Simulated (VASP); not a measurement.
Computed with PBE GGA, VASP's PBE PAW potentials (set 64) (plane waves; VASP).

Input for VASP

File POSCAR:
```
Ga3InP4
1
    5.6166649959     0.0000000000    -0.0000000000
    0.0000000000     5.6166649959     0.0000000000
    0.0000000000     0.0000000000     5.6166649959
In P Ga
1 4 3
Direct
  0.0000000000   0.0000000000   0.0000000000
  0.2599215239   0.2599215239   0.2599215239
  0.7400784761   0.7400784761   0.2599215239
  0.7400784761   0.2599215239   0.7400784761
  0.2599215239   0.7400784761   0.7400784761
  0.5000000000   0.5000000000   0.0000000000
  0.5000000000   0.0000000000   0.5000000000
  0.0000000000   0.5000000000   0.5000000000
```

### KPOINTS
```
k-points along high-symmetry lines
15
Line-mode
Reciprocal
  0.000000   0.000000   0.000000 ! GAMMA
  0.000000   0.500000   0.000000 ! X

  0.000000   0.500000   0.000000 ! X
  0.500000   0.500000   0.000000 ! M

  0.500000   0.500000   0.000000 ! M
  0.000000   0.000000   0.000000 ! GAMMA

  0.000000   0.000000   0.000000 ! GAMMA
  0.500000   0.500000   0.500000 ! R

  0.500000   0.500000   0.500000 ! R
  0.000000   0.500000   0.000000 ! X

  0.500000   0.500000   0.500000 ! R
  0.500000   0.500000   0.000000 ! M
```

**INCAR**
```
# general
SYSTEM   =  Ga3InP4
PREC     =  Accurate
ENCUT    =  400
LREAL    =  .FALSE.
LASPH    =  .TRUE.
ICHARG   =  11

# electronic loop
EDIFF    =  1E-6
NELM     =  100
ALGO     =  Normal
LMAXMIX  =  4

# smearing
ISMEAR   =  0
SIGMA    =  0.05

# functional
GGA      =  PE

# output
LWAVE    =  .FALSE.
LCHARG   =  .FALSE.
```

POTCAR, in this order: In_d P Ga_d (PBE.64 set). Program: vasp_std. Read from the step before: CHGCAR.

What VASP printed:

### OUTCAR
```
 ion  position               nearest neighbor table
   1  0.000  0.000  0.000-   2 2.53   3 2.53   4 2.53   5 2.53
   2  0.260  0.260  0.260-   6 2.40   7 2.40   8 2.40   1 2.53
   3  0.740  0.740  0.260-   6 2.40   7 2.40   8 2.40   1 2.53
   4  0.740  0.260  0.740-   6 2.40   7 2.40   8 2.40   1 2.53
   5  0.260  0.740  0.740-   6 2.40   7 2.40   8 2.40   1 2.53
   6  0.500  0.500  0.000-   2 2.40   3 2.40   4 2.40   5 2.40
   7  0.500  0.000  0.500-   2 2.40   3 2.40   4 2.40   5 2.40
   8  0.000  0.500  0.500-   2 2.40   3 2.40   4 2.40   5 2.40
  LATTYP: Found a simple cubic cell.
 ALAT       =     5.6166649959
 Subroutine PRICEL returns:
 Original cell was already a primitive cell.
 Subroutine GETGRP returns: Found 24 space group operations
The static configuration has the point symmetry T_d .
The dynamic configuration has the point symmetry T_d .
 Subroutine INISYM returns: Found 24 space group operations
   k-points           NKPTS =     90   k-points in BZ     NKDIM =     90   number of bands    NBANDS=     43
   number of dos      NEDOS =    301   number of ions     NIONS =      8
   total plane-waves  NPLWV =  64000
   dimension x,y,z NGX =    40 NGY =   40 NGZ =   40
   dimension x,y,z NGXF=    80 NGYF=   80 NGZF=   80
   ions per type =               1   4   3
   PREC   = accura    normal or accurate (medium, high low for compatibility)
   ISTART =      0    job   : 0-new  1-cont  2-samecut
   ICHARG =     11    charge: 1-file 2-atom 10-const
   ISPIN  =      1    spin polarized calculation?
   LNONCOLLINEAR =      F non collinear calculations
   LSORBIT =      F    spin-orbit coupling
   INIWAV =      1    electr: 0-lowe 1-rand  2-diag
   ENCUT  =  400.0 eV  29.40 Ry    5.42 a.u.   9.16  9.16  9.16*2*pi/ulx,y,z
   NELM   =    100;   NELMIN=  2; NELMDL= -5     # of ELM steps
   EDIFF  = 0.1E-05   stopping-criterion for ELM
   LREAL  =      F    real-space projection
   NLSPLINE    = F    spline interpolate recip. space projectors
   LMAXMIX     =    4 max onsite mixed and CHGCAR
   VOSKOWN=      0    Vosko Wilk Nusair interpolation
   EDIFFG = 0.1E-04   stopping-criterion for IOM
   NSW    =      0    number of steps for IOM
   NBLOCK =      1;   KBLOCK =      1    inner block; outer block
...
```

### OSZICAR
```
       N       E                     dE             d eps       ncg     rms          rms(c)
DAV:   1     0.599485005362E+03    0.59949E+03   -0.28577E+04  8031   0.198E+03
DAV:   2     0.618412346041E+02   -0.53764E+03   -0.52497E+03  8255   0.527E+02
DAV:   3    -0.277563239819E+02   -0.89598E+02   -0.86401E+02  8919   0.179E+02
DAV:   4    -0.337308652443E+02   -0.59745E+01   -0.59020E+01  9840   0.441E+01
DAV:   5    -0.339504549224E+02   -0.21959E+00   -0.21857E+00 12135   0.844E+00
DAV:   6    -0.339555844045E+02   -0.51295E-02   -0.51074E-02 10542   0.115E+00
DAV:   7    -0.339558181887E+02   -0.23378E-03   -0.23364E-03 12857   0.237E-01
DAV:   8    -0.339558226936E+02   -0.45049E-05   -0.45045E-05 11217   0.297E-02
DAV:   9    -0.339558228583E+02   -0.16467E-06   -0.16466E-06  7046   0.568E-03
   1 F= -.33955823E+02 E0= -.33955823E+02  d E =-.513497E-13
```

File OUTCAR:
```
 val. band max:        4.4991155487   @ k =   0.0000   0.0000   0.0000

 cond. band min:       5.5534953077   @ k =   0.0000   0.0000   0.0000



 k-point     1 :       0.0000    0.0000    0.0000
  band No.  band energies     occupation
      1     -10.1121      2.00000
      2     -10.1121      2.00000
      3     -10.1121      2.00000
      4     -10.0242      2.00000
      5     -10.0242      2.00000
      6     -10.0242      2.00000
      7      -9.9837      2.00000
      8      -9.9837      2.00000
      9      -9.9837      2.00000
     10      -9.9782      2.00000
     11      -9.9782      2.00000
     12      -9.9722      2.00000
     13      -9.9475      2.00000
     14      -9.9358      2.00000
     15      -9.9358      2.00000
     16      -9.5692      2.00000
     17      -9.5692      2.00000
     18      -9.5692      2.00000
     19      -9.4380      2.00000
     20      -9.4380      2.00000
     21      -7.5075      2.00000
     22      -4.8361      2.00000
     23      -4.8361      2.00000
     24      -4.8361      2.00000
     25      -2.0882      2.00000
     26      -2.0882      2.00000
     27      -1.3678      2.00000
     28       1.9463      2.00000
     29       1.9463      2.00000
     30       1.9463      2.00000
     31       2.0794      2.00000
     32       2.0794      2.00000
     33       2.0794      2.00000
     34       4.4991      2.00000
     35       4.4991      2.00000
     36       4.4991      2.00000
     37       5.5535      0.00000
     38       6.2595      0.00000
     39       6.2595      0.00000
     40       6.2595      0.00000
     41       6.4165      0.00000
     42       6.5471      0.00000
     43       6.5471      0.00000

 k-point     2 :       0.0000    0.0357    0.0000
  band No.  band energies     occupation
      1     -10.1119      2.00000
      2     -10.1119      2.00000
      3     -10.1119      2.00000
      4     -10.0246      2.00000
      5     -10.0242      2.00000
      6     -10.0242      2.00000
...
```

The density is held fixed in this step, so its total energy and stress have no physical meaning. Unless said otherwise, spin-orbit coupling is left out, though it shifts the bands of the heavy elements here.

The structure was generated: Ga3InP4 was put into an ordered model structure (P-43m), which need not be its known phase. It was relaxed first.
